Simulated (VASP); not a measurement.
Crystal: Bi7Sb.

```
Sb Bi
1.0
     9.01496    0.00000    0.00000
     4.50748   -7.80718    0.00000
     4.50748   -2.60239   -7.82820
Sb Bi
2 14
Direct
  0.11700 0.61700 0.14900
  0.61700 0.11700 0.64900
  0.11700 0.11700 0.14900
  0.11700 0.61700 0.64900
  0.11700 0.11700 0.64900
  0.61700 0.61700 0.14900
  0.61700 0.11700 0.14900
  0.61700 0.61700 0.64900
  0.38300 0.88300 0.35100
  0.38300 0.38300 0.35100
  0.38300 0.88300 0.85100
  0.38300 0.38300 0.85100
  0.88300 0.88300 0.35100
  0.88300 0.38300 0.35100
  0.88300 0.88300 0.85100
  0.88300 0.38300 0.85100
```

The cell was built by a generator and needn't be a form met in nature.

* Program: VASP 6.6.1
* Task: relaxation of cell and atoms
* Functional: PBE
* Dispersion: D3(BJ)
* Potentials or basis: VASP PAW PBE potentials, release 64 (Sb, Bi_d)
* Cutoff: 600 eV
* k mesh: 6 × 6 × 4
* Occupations: gaussian, width 0.03 eV
* Spin: no spin polarisation

At the start: pressure 0.1 GPa; volume 34.43 Å³/atom.

Problem. How do energy, volume and symmetry change on relaxing?

Solution. Over 10 steps the energy falls by 5.5 meV/atom and the volume is 34.06 Å³/atom (-1.1 %); space group R3m (No. 160, to 0.05 Å).

The path:
```tsv
step	energy change (eV)	largest force (eV/Å)	pressure (GPa)	volume (Å³)
1	0.0000	0.3223	0.14	550.96
2	-0.0473	0.1608	-0.32	553.39
3	-0.0586	0.0812	-0.66	555.35
4	-0.0832	0.0250	-0.06	547.06
5	-0.0834	0.0369	0.01	546.19
6	-0.0851	0.0357	0.00	545.94
7	-0.0873	0.0330	0.00	545.32
8	-0.0875	0.0319	0.00	545.07
9	-0.0877	0.0177	-0.01	545.04
10	-0.0878	0.0092	-0.03	545.01
```

Final structure:
```
CELL_PARAMETERS angstrom
9.01777 0.00000 0.00000
4.50888 -7.80962 0.00000
4.50888 -2.60321 -7.73888
ATOMIC_POSITIONS crystal
Sb 0.11697 0.61697 0.14910
Sb 0.61697 0.11697 0.64910
Bi 0.11860 0.11902 0.14335
Bi 0.11902 0.61902 0.64335
Bi 0.11902 0.11860 0.64335
Bi 0.61902 0.61860 0.14335
Bi 0.61902 0.11902 0.14335
Bi 0.61860 0.61902 0.64335
Bi 0.38131 0.88131 0.35608
Bi 0.37766 0.38371 0.35492
Bi 0.38371 0.88371 0.85492
Bi 0.38371 0.37766 0.85492
Bi 0.88371 0.87766 0.35492
Bi 0.88371 0.38371 0.35492
Bi 0.87766 0.88371 0.85492
Bi 0.88131 0.38131 0.85608
```

Caveat: pairwise dispersion overbinds metals, which lowers pressure and volume.
